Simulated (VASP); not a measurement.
# Be2Al5 (P4/mmm) in VASP: reference runs

How does Be2Al5 come out in PBE? The cell is run as given and disturbed.

Everything below comes from runs of VASP 6.6.1. Logs are shortened: lines on timing, memory, paths and dates and some standing lists are left out, and cuts for length are marked.

**1. Starting point**

It takes space group P4/mmm (No. 123, tetragonal). The conventional cell has a = 6.411 Å, b = 6.411 Å, c = 2.688 Å, α = 90.00°, β = 90.00°, γ = 90.00°. Be (site symmetry mmm) is surrounded by 8 Al at 2.66 Å and 2 Be at 2.69 Å. Around Al (site symmetry m2m) lie 5 Al at 2.64 to 2.69 Å and 4 Be at 2.66 Å. Al (site symmetry 4/mmm) has 6 Al at 2.64 to 2.69 Å as nearest neighbours.

The cell was built by a generator and needn't be a form met in nature.

**2. Single point, PBE**

Contents of INCAR:

```
SYSTEM = Be2Al5
  PREC = Accurate
  ENCUT = 520
  EDIFF = 1E-7
  ISMEAR = -1
  SIGMA = 0.05
  LREAL = .FALSE.
  LASPH = .TRUE.
  NELM = 100
  ALGO = Normal
  ISIF = 2
  LWAVE = .FALSE.
  LCHARG = .TRUE.
  GGA = PE
  LELF = .TRUE.
  LVHAR = .TRUE.
  NBANDS = 18
```

Contents of KPOINTS:

```
Automatic mesh
0
G
  4 4 10
  0 0 0
```

Contents of POSCAR:

```
Be2Al5
1.0
    6.4105600000      0.0000000000      0.0000000000
    0.0000000000      6.4105600000      0.0000000000
    0.0000000000      0.0000000000      2.6880600000
Be Al
2 5
Direct
    0.5000000000      0.0000000000      0.0000000000
    0.0000000000      0.5000000000      0.0000000000
    0.7906600000      0.7906600000      0.5000000000
    0.2093400000      0.2093400000      0.5000000000
    0.2093400000      0.7906600000      0.5000000000
    0.7906600000      0.2093400000      0.5000000000
    0.5000000000      0.5000000000      0.5000000000
```

Potentials or basis: VASP PAW PBE potentials, release 64 (Be, Al).

Command:

```console
$ cat potpaw_PBE.64/Be/POTCAR potpaw_PBE.64/Al/POTCAR > POTCAR
$ mpirun -np 1 vasp_std > vasp.out
```

OUTCAR:

```text
SYSTEM = Be2Al5
   PREC = Accurate
   ENCUT = 520
   EDIFF = 1E-7
   ISMEAR = -1
   LREAL = .FALSE.
   LASPH = .TRUE.
   NELM = 100
   ISIF = 2
   GGA = PE

 ion  position               nearest neighbor table
   1  0.500  0.000  0.000-   3 2.66   4 2.66   5 2.66   6 2.66   3 2.66   4 2.66   5 2.66   6 2.66

   2  0.000  0.500  0.000-   3 2.66   4 2.66   5 2.66   6 2.66   3 2.66   4 2.66   5 2.66   6 2.66

   3  0.791  0.791  0.500-   7 2.64   2 2.66   1 2.66   1 2.66   2 2.66   6 2.68   5 2.68
   4  0.209  0.209  0.500-   7 2.64   2 2.66   1 2.66   1 2.66   2 2.66   6 2.68   5 2.68
   5  0.209  0.791  0.500-   7 2.64   2 2.66   1 2.66   1 2.66   2 2.66   4 2.68   3 2.68
   6  0.791  0.209  0.500-   7 2.64   2 2.66   1 2.66   1 2.66   2 2.66   4 2.68   3 2.68
   7  0.500  0.500  0.500-   3 2.64   4 2.64   5 2.64   6 2.64

  LATTYP: Found a simple tetragonal cell.
 ALAT       =     6.4105600000
 C/A-ratio  =     0.4193175011

  Lattice vectors:

 A1 = (   6.4105600000,   0.0000000000,   0.0000000000)
 A2 = (   0.0000000000,   6.4105600000,   0.0000000000)
 A3 = (   0.0000000000,   0.0000000000,   2.6880600000)

Analysis of symmetry for initial positions (statically):
=====================================================================
 Subroutine PRICEL returns:
 Original cell was already a primitive cell.

 Routine SETGRP: Setting up the symmetry group for a
 simple tetragonal supercell.

 Subroutine GETGRP returns: Found 16 space group operations
 (whereof 16 operations were pure point group operations)
 out of a pool of 16 trial point group operations.

The static configuration has the point symmetry D_4h.

Analysis of symmetry for dynamics (positions and initial velocities):
=====================================================================
 Subroutine PRICEL returns:
 Original cell was already a primitive cell.

 Routine SETGRP: Setting up the symmetry group for a
 simple tetragonal supercell.

 Subroutine GETGRP returns: Found 16 space group operations
 (whereof 16 operations were pure point group operations)
 out of a pool of 16 trial point group operations.

The dynamic configuration has the point symmetry D_4h.

 Subroutine INISYM returns: Found 16 space group operations
 (whereof 16 operations are pure point group operations),
 and found     1 'primitive' translations

----------------------------------------------------------------------------------------

                                     Primitive cell

  volume of cell :     110.4666

  direct lattice vectors                    reciprocal lattice vectors
     6.410560000  0.000000000  0.000000000     0.155992612  0.000000000  0.000000000
     0.000000000  6.410560000  0.000000000     0.000000000  0.155992612  0.000000000
     0.000000000  0.000000000  2.688060000     0.000000000  0.000000000  0.372015506

  length of vectors
     6.410560000  6.410560000  2.688060000     0.155992612  0.155992612  0.372015506

  position of ions in fractional coordinates (direct lattice)
     0.500000000  0.000000000  0.000000000
     0.000000000  0.500000000  0.000000000
     0.790660000  0.790660000  0.500000000
     0.209340000  0.209340000  0.500000000
     0.209340000  0.790660000  0.500000000
     0.790660000  0.209340000  0.500000000
     0.500000000  0.500000000  0.500000000

  ion indices of the primitive-cell ions
   primitive index   ion index
                 1           1
                 2           2
                 3           3
                 4           4
                 5           5
                 6           6
                 7           7

----------------------------------------------------------------------------------------

 KPOINTS: Automatic mesh

Automatic generation of k-mesh.
 Grid dimensions read from file:
 generate k-points for:    4    4   10

 Generating k-lattice:

  Cartesian coordinates                     Fractional coordinates (reciprocal lattice)
     0.038998153  0.000000000  0.000000000     0.250000000  0.000000000  0.000000000
     0.000000000  0.038998153  0.000000000     0.000000000  0.250000000  0.000000000
     0.000000000  0.000000000  0.037201551     0.000000000  0.000000000  0.100000000

  Length of vectors
     0.038998153  0.038998153  0.037201551

  Shift w.r.t. Gamma in fractional coordinates (k-lattice)
     0.000000000  0.000000000  0.000000000

 Subroutine IBZKPT returns following result:
 ===========================================

 Found     36 irreducible k-points:

 Following reciprocal coordinates:
            Coordinates               Weight
  0.000000  0.000000  0.000000      1.000000
  0.250000  0.000000  0.000000      4.000000
  0.500000  0.000000  0.000000      2.000000
  0.250000  0.250000  0.000000      4.000000
  0.500000  0.250000  0.000000      4.000000
  0.500000  0.500000  0.000000      1.000000
[... 16 lines left out ...]
  0.500000  0.250000  0.300000      8.000000
  0.500000  0.500000  0.300000      2.000000
 [... further k-points ...]
   k-points           NKPTS =     36   k-points in BZ     NKDIM =     36   number of bands    NBANDS=     18
   number of dos      NEDOS =    301   number of ions     NIONS =      7
   total plane-waves  NPLWV =  46080
   dimension x,y,z NGX =    48 NGY =   48 NGZ =   20
   dimension x,y,z NGXF=    96 NGYF=   96 NGZF=   40
   ions per type =               2   5
   NGX,Y,Z   is equivalent  to a cutoff of  12.45, 12.45, 12.37 a.u.
   NGXF,Y,Z  is equivalent  to a cutoff of  24.90, 24.90, 24.74 a.u.
 SYSTEM =  Be2Al5
   PREC   = accura    normal or accurate (medium, high low for compatibility)
   ISTART =      0    job   : 0-new  1-cont  2-samecut
   ICHARG =      2    charge: 1-file 2-atom 10-const
   ISPIN  =      1    spin polarized calculation?
   LNONCOLLINEAR =      F non collinear calculations
   LSORBIT =      F    spin-orbit coupling
   LASPH  =      T    aspherical Exc in radial PAW
   ENCUT  =  520.0 eV  38.22 Ry    6.18 a.u.  11.92 11.92  5.00*2*pi/ulx,y,z
   NELM   =    100;   NELMIN=  2; NELMDL= -5     # of ELM steps
   EDIFF  = 0.1E-06   stopping-criterion for ELM
   LREAL  =      F    real-space projection
   EDIFFG = 0.1E-05   stopping-criterion for IOM
   NSW    =      0    number of steps for IOM
   IBRION =     -1    ionic relax: 0-MD 1-quasi-New 2-CG
   NFREE  =      0    steps in history (QN), initial steepest desc. (CG)
   ISIF   =      2    stress and relaxation
   ISYM   =      2    0-nonsym 1-usesym 2-fastsym
   POTIM  = 0.5000    time-step for ionic-motion
   TEBEG  =    0.0;   TEEND  =   0.0 temperature during run
   PSTRESS=    0.0 pullay stress
   NELECT =      19.0000    total number of electrons
   NUPDOWN=      -1.0000    fix difference up-down
   EMIN   =  10.00;   EMAX   =-10.00  energy-range for DOS
   EFERMI =   0.00;   METHOD = LEGACY
   ISMEAR =    -1;   SIGMA  =   0.05  broadening in eV -4-tet -1-fermi 0-gaus
   EFERMI_NEDOS =   21; number of points for ismear=-14 and -15
   IALGO  =     38    algorithm
   IMIX   =      4    mixing-type and parameters
     AMIX     =   0.40;   BMIX     =  1.00
     AMIX_MAG =   1.60;   BMIX_MAG =  1.00
  volume/ion in A,a.u.               =      15.78       106.50
  Fermi-wavevector in a.u.,A,eV,Ry     =   0.910435  1.720473 11.277765  0.828892
  Thomas-Fermi vector in A             =   2.034597
   LORBIT       =      0    0 simple, 1 ext, 2 COOP (PROOUT), +10 PAW based schemes
   GGA     = PE    functional components
   LHFCALC =     F    Hartree Fock is set to
   AEXX    =    0.0000 exact exchange contribution
   IVDW    =     0    specifies the selected vdW correction
   LEPSILON=     F    determine dielectric tensor
   LRPA    =     F    only Hartree local field effects (RPA)
 non-spin polarized calculation
  energy-cutoff  :      520.00
  volume of cell :      110.47
 maximum number of plane-waves:      3002
 NGX is ok and might be reduce to    48
   NGX = 23   NGY = 23   NGZ =  9

 number of electron      19.0000000 magnetization

 Free energy of the ion-electron system (eV)
  ---------------------------------------------------
  ext. energy  EPLUGINS =         0.00000000
  ---------------------------------------------------
  free energy    TOTEN  =       -23.59053491 eV

  energy without entropy =      -23.56477404  energy(sigma->0) =      -23.57765448

 E-fermi :   6.6355     XC(G=0):  -9.8374

 val. band max:        6.5982531418   @ k =   0.2500   0.2500   0.0000
 cond. band min:       6.6410042739   @ k =   0.2500   0.0000   0.0000
 fundamental gap:      0.0427511321
 Fermi energy:         6.6354540041

 k-point     1 :       0.0000    0.0000    0.0000
  band No.  band energies     occupation
      1      -3.7830      2.00000
      2      -0.7594      2.00000
      3      -0.7594      2.00000
      4      -0.0849      2.00000
      5       0.0858      2.00000
      6       2.6908      2.00000
[... 10 lines left out ...]
     17      12.5063      0.00000
     18      13.0821      0.00000

 k-point     2 :       0.2500    0.0000    0.0000
  band No.  band energies     occupation
      1      -3.5693      2.00000
      2      -1.8884      2.00000
      3      -0.5551      2.00000
      4       0.1825      2.00000
      5       1.2768      2.00000
      6       1.3059      2.00000
[... 10 lines left out ...]
     17      12.9988      0.00000
     18      13.8456      0.00000

 k-point     3 :       0.5000    0.0000    0.0000
  band No.  band energies     occupation
      1      -2.9470      2.00000
      2      -2.9159      2.00000
      3      -0.1450      2.00000
      4       0.4665      2.00000
      5       0.5510      2.00000
      6       1.0058      2.00000
[... 10 lines left out ...]
     17      14.3656      0.00000
     18      14.3775      0.00000

 k-point     4 :       0.2500    0.2500    0.0000
  band No.  band energies     occupation
      1      -3.3561      2.00000
      2      -1.7502      2.00000
      3      -1.5984      2.00000
      4      -0.0269      2.00000
      5       1.6476      2.00000
      6       1.8714      2.00000
[... 10 lines left out ...]
     17      13.3853      0.00000
     18      14.1222      0.00000

 k-point     5 :       0.5000    0.2500    0.0000
  band No.  band energies     occupation
      1      -2.7407      2.00000
      2      -2.7006      2.00000
      3      -1.0982      2.00000
      4      -0.9772      2.00000
      5       2.2255      2.00000
      6       2.3936      2.00000
[... 10 lines left out ...]
     17      14.0908      0.00000
     18      14.2878      0.00000

 k-point     6 :       0.5000    0.5000    0.0000
  band No.  band energies     occupation
      1      -2.2327      2.00000
      2      -2.1177      2.00000
      3      -1.9848      2.00000
      4      -1.9848      2.00000
      5       3.2286      2.00000
      6       4.5825      2.00000
[... 307 lines left out ...]
 k-point    21 :       0.5000    0.0000    0.3000
  band No.  band energies     occupation
      1      -1.1950      2.00000
      2      -1.1638      2.00000
      3       1.6486      2.00000
      4       2.1983      2.00000
      5       2.2391      2.00000
      6       2.5782      2.00000
[... 10 lines left out ...]
     17       9.8731      0.00000
     18      10.4880      0.00000

 k-point    22 :       0.2500    0.2500    0.3000
  band No.  band energies     occupation
      1      -1.6018      2.00000
      2       0.0538      2.00000
      3       0.0858      2.00000
      4       1.6999      2.00000
      5       3.2290      2.00000
      6       3.5961      2.00000
[... 10 lines left out ...]
     17      10.1392      0.00000
     18      10.6850      0.00000

 k-point    23 :       0.5000    0.2500    0.3000
  band No.  band energies     occupation
      1      -0.9873      2.00000
      2      -0.9496      2.00000
      3       0.6383      2.00000
      4       0.7510      2.00000
      5       3.8474      2.00000
      6       4.0684      2.00000
[... 10 lines left out ...]
     17      10.1203      0.00000
     18      10.7304      0.00000

 k-point    24 :       0.5000    0.5000    0.3000
  band No.  band energies     occupation
      1      -0.4229      2.00000
      2      -0.3094      2.00000
      3      -0.3089      2.00000
      4      -0.3089      2.00000
      5       4.9478      2.00000
      6       6.0590      1.99998
[... 10 lines left out ...]
     17      11.9615      0.00000
     18      12.2659      0.00000

 [... further k-points ...]

------------------------ aborting loop because EDIFF is reached ----------------------------------------

  FORCE on cell =-STRESS in cart. coord.  units (eV):
  Direction    XX          YY          ZZ          XY          YZ          ZX
  --------------------------------------------------------------------------------------
  -------------------------------------------------------------------------------------
  Total       -0.5282864     -0.5282864      1.3516112      0.0000000      0.0000000      0.0000000
  in kB       -7.6621234     -7.6621234     19.6034025      0.0000000      0.0000000      0.0000000
  external PRESSURE =       1.4263852 kB  Pullay stress =       0.0000000 kB

 VOLUME and BASIS-vectors are now :
 -----------------------------------------------------------------------------
  energy-cutoff  :      520.00
  volume of cell :      110.47
      direct lattice vectors                 reciprocal lattice vectors
     6.410560000  0.000000000  0.000000000     0.155992612  0.000000000  0.000000000
     0.000000000  6.410560000  0.000000000     0.000000000  0.155992612  0.000000000
     0.000000000  0.000000000  2.688060000     0.000000000  0.000000000  0.372015506

 POSITION                                       TOTAL-FORCE (eV/Angst)
 -----------------------------------------------------------------------------------
      3.20528      0.00000      0.00000         0.000000      0.000000     -0.000000
      0.00000      3.20528      0.00000         0.000000      0.000000     -0.000000
      5.06857      5.06857      1.34403         0.039488      0.039488      0.000000
      1.34199      1.34199      1.34403        -0.039488     -0.039488     -0.000000
      1.34199      5.06857      1.34403        -0.039488      0.039488      0.000000
      5.06857      1.34199      1.34403         0.039488     -0.039488     -0.000000
      3.20528      3.20528      1.34403         0.000000      0.000000     -0.000000
 -----------------------------------------------------------------------------------
    total drift:                               -0.000000      0.000000      0.000000

  FREE ENERGIE OF THE ION-ELECTRON SYSTEM (eV)
  ---------------------------------------------------
  free  energy   TOTEN  =       -23.5905349130 eV

  energy  without entropy=      -23.5647740390  energy(sigma->0) =      -23.57765448
```

It took 35 s on 1 thread of Intel Xeon 6975P-C (Granite Rapids), shared host; peak memory 0.22 GiB.

What came out:

| Property | Result |
| --- | --- |
| Free energy | -23.5905 eV |
| Pressure | 0.1 GPa |
| Largest force | 0.056 eV/Å |
| Band gap on the k mesh | none (metal or under the smearing width) |

Forces in eV/Å, atoms in the order of the input:
```
Be   0.000  0.000  0.000
Be   0.000  0.000  0.000
Al   0.039  0.039  0.000
Al  -0.039 -0.039  0.000
Al  -0.039  0.039  0.000
Al   0.039 -0.039  0.000
Al   0.000  0.000  0.000
```

Levels at points of the mesh, in eV from the Fermi level:
```csv
k point,band 6,band 7,band 8,band 9,band 10,band 11,band 12,band 13
"(0.00, 0.00, 0.00)",-3.94,-3.94,-3.73,-2.54,2.16,2.16,3.63,4.09
"(0.50, 0.00, 0.00)",-5.63,-3.01,-2.45,-0.08,0.64,0.91,0.95,2.81
"(0.50, 0.50, 0.00)",-2.05,-2.03,-2.03,-1.85,-1.51,-1.12,-1.12,3.64
"(0.00, 0.00, 0.50)",-2.29,-2.16,-2.16,-1.47,-0.96,0.37,0.57,0.58
"(0.50, 0.00, 0.50)",-2.01,-1.83,-1.43,-1.39,-1.25,-0.94,-0.23,0.99
"(0.50, 0.50, 0.50)",-3.65,-3.44,-3.44,1.12,1.41,1.46,1.46,1.62
```

(Continued in part 2 of 2.)
